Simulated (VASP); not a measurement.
Calculation: PBE GGA, VASP's PBE PAW potentials (set 64) (plane waves; VASP 6.6.1).

VASP ran on this input.

KPOINTS:
```
Automatic mesh
0
Gamma
14 14 7
0 0 0
```

### POSCAR
```
Zn
1
    1.3566000000    -2.3497010000     0.0000000000
    1.3566000000     2.3497010000     0.0000000000
    0.0000000000     0.0000000000     5.0490000000
Zn
2
Direct
  0.3333330000   0.6666670000   0.2500000000
  0.6666670000   0.3333330000   0.7500000000
```

### INCAR
```
ALGO = Normal
EDIFF = 1E-6
ENCUT = 400
GGA = PE
ISIF = 2
ISMEAR = -4
LASPH = .True.
LCHARG = .False.
LMAXMIX = 4
LREAL = .False.
LWAVE = .False.
NELM = 100
PREC = Accurate
SYSTEM = Zn
```

POTCAR, in this order: Zn (PBE.64 set). Program: vasp_std.

The resulting files:

File OSZICAR:
```
       N       E                     dE             d eps       ncg     rms          rms(c)
DAV:   1     0.865516817114E+02    0.86552E+02   -0.11134E+04  3128   0.198E+03
DAV:   2     0.602281350170E-01   -0.86491E+02   -0.85689E+02  3152   0.276E+02
DAV:   3    -0.228437516356E+01   -0.23446E+01   -0.23413E+01  3832   0.565E+01
DAV:   4    -0.229072376599E+01   -0.63486E-02   -0.63484E-02  3600   0.305E+00
DAV:   5    -0.229073424030E+01   -0.10474E-04   -0.10474E-04  3864   0.997E-02    0.355E+00
DAV:   6    -0.211955013398E+01    0.17118E+00   -0.87780E-01  3136   0.203E+01    0.275E+00
DAV:   7    -0.211216717680E+01    0.73830E-02   -0.26033E-02  3936   0.294E+00    0.143E+00
DAV:   8    -0.210833227191E+01    0.38349E-02   -0.18646E-03  3864   0.709E-01    0.472E-02
DAV:   9    -0.210834927249E+01   -0.17001E-04   -0.28426E-04  4312   0.241E-01    0.340E-02
DAV:  10    -0.210835245488E+01   -0.31824E-05   -0.24615E-05  3368   0.692E-02    0.257E-03
DAV:  11    -0.210835224587E+01    0.20901E-06   -0.12788E-07  2088   0.436E-03
   1 F= -.21083522E+01 E0= -.21083522E+01  d E =0.000000E+00
```

File OUTCAR:
```
------------------------ aborting loop because EDIFF is reached ----------------------------------------
  FORCE on cell =-STRESS in cart. coord.  units (eV):
  Direction    XX          YY          ZZ          XY          YZ          ZX
  --------------------------------------------------------------------------------------
  Total       -0.8420404     -0.8420410     -0.6046604      0.0000000     -0.0000000      0.0000000
  in kB      -41.9125145    -41.9125457    -30.0969414      0.0000000     -0.0000000      0.0000000
  external PRESSURE =     -37.9740005 kB  Pullay stress =       0.0000000 kB
  volume of cell :       32.19
      direct lattice vectors                 reciprocal lattice vectors
     1.356600000 -2.349701000  0.000000000     0.368568480 -0.212793032  0.000000000
     1.356600000  2.349701000  0.000000000     0.368568480  0.212793032  0.000000000
     0.000000000  0.000000000  5.049000000     0.000000000  0.000000000  0.198059022
 POSITION                                       TOTAL-FORCE (eV/Angst)
 -----------------------------------------------------------------------------------
      1.35660      0.78324      1.26225         0.000000      0.000000      0.000000
      1.35660     -0.78324      3.78675         0.000000     -0.000000      0.000000
 -----------------------------------------------------------------------------------
    total drift:                                0.000000      0.000081      0.000003
  FREE ENERGIE OF THE ION-ELECTRON SYSTEM (eV)
  ---------------------------------------------------
  free  energy   TOTEN  =        -2.1083522459 eV

  energy  without entropy=       -2.1083522459  energy(sigma->0) =       -2.10835225
```
(Selected blocks of OUTCAR.)

OUTCAR:
```
 val. band max:        3.0354632328   @ k =   0.3571   0.2857   0.4286

 cond. band min:       2.2532208431   @ k =   0.2857   0.0000   0.0000


 Fermi energy:         2.6516591685

 k-point     1 :       0.0000    0.0000    0.0000
  band No.  band energies     occupation
      1      -7.2399      2.00000
      2      -5.6417      2.00000
      3      -5.0346      2.00000
      4      -4.8164      2.00000
      5      -4.8164      2.00000
      6      -4.7723      2.00000
      7      -4.7722      2.00000
      8      -4.4834      2.00000
      9      -4.4834      2.00000
     10      -4.2986      2.00000
     11      -4.2986      2.00000
     12      -0.6478      2.00000
     13      -0.3842      2.00000
     14      15.7514      0.00000
     15      19.3380      0.00000
     16      19.4584      0.00000

 k-point     2 :       0.0714    0.0000    0.0000
  band No.  band energies     occupation
      1      -7.0942      2.00000
      2      -5.5825      2.00000
      3      -5.0205      2.00000
      4      -4.8295      2.00000
      5      -4.7865      2.00000
      6      -4.7844      2.00000
      7      -4.7419      2.00000
      8      -4.5121      2.00000
      9      -4.4957      2.00000
     10      -4.3682      2.00000
     11      -4.2973      2.00000
     12      -0.4284      2.00000
     13      -0.3031      2.00000
     14      15.9021      0.00000
     15      17.1343      0.00000
     16      18.2667      0.00000

 k-point     3 :       0.1429    0.0000    0.0000
  band No.  band energies     occupation
      1      -6.6675      2.00000
      2      -5.4339      2.00000
      3      -4.9935      2.00000
      4      -4.8561      2.00000
      5      -4.7988      2.00000
      6      -4.6927      2.00000
      7      -4.6553      2.00000
      8      -4.6261      2.00000
      9      -4.5283      2.00000
     10      -4.4958      2.00000
     11      -4.2956      2.00000
     12      -0.0427      2.00000
     13       0.1808      2.00000
...
```

The compound is Zn in the hcp structure. The cell was not relaxed at this level. The run is one of a series of settings (ISMEAR = -4, SIGMA removed against the base run), some of them coarse on purpose.
